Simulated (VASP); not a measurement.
Input:

```xyz
8
Lattice="0.0000 2.6137 2.6137 2.6137 0.0000 2.6137 10.4850 10.4850 -0.0304" Properties=species:S:1:pos:R:3 pbc="T T T"
Sr     2.6736     2.6736     5.1674
Sr     5.2349     5.2349     5.2197
Sr     5.1825     5.1825     0.0448
O      2.6482     2.6482     2.5791
O      5.2079     5.2079     2.6330
O      7.7687     7.7687     2.6859
O     10.5724    10.5724     2.4958
Ba    10.4774    10.4774     5.2045
```

Method: PBEsol GGA, VASP's PBE PAW potentials (set 64) (plane waves; VASP). Settings: 520 eV cut-off, 8×8×2 Γ-centred mesh, tetrahedra with Blöchl corrections, potentials Sr_sv O Ba_sv.

The cores are frozen, which limits the accuracy of field gradients.

Task: Give the principal components of the electric field gradient (V/Å²) and the asymmetry η at each nucleus.

Result: 
| atom | Vxx | Vyy | Vzz | η |
|---|---|---|---|---|
| Sr1 | -7.0 | -7.0 | 14.0 | 0.00 |
| Sr2 | -7.5 | -7.5 | 14.9 | 0.00 |
| Sr3 | -7.0 | -7.0 | 14.0 | 0.00 |
| O4 | 1.0 | 1.0 | -2.0 | 0.00 |
| O5 | 1.0 | 1.0 | -2.0 | 0.00 |
| O6 | -0.5 | -0.5 | 0.9 | 0.00 |
| O7 | -0.5 | -0.5 | 0.9 | 0.00 |
| Ba8 | 54.3 | 54.3 | -108.6 | 0.00 |

The structure was generated: BaSr3O4 was put into an ordered model structure (R-3m), which need not be its known phase. It was relaxed first.
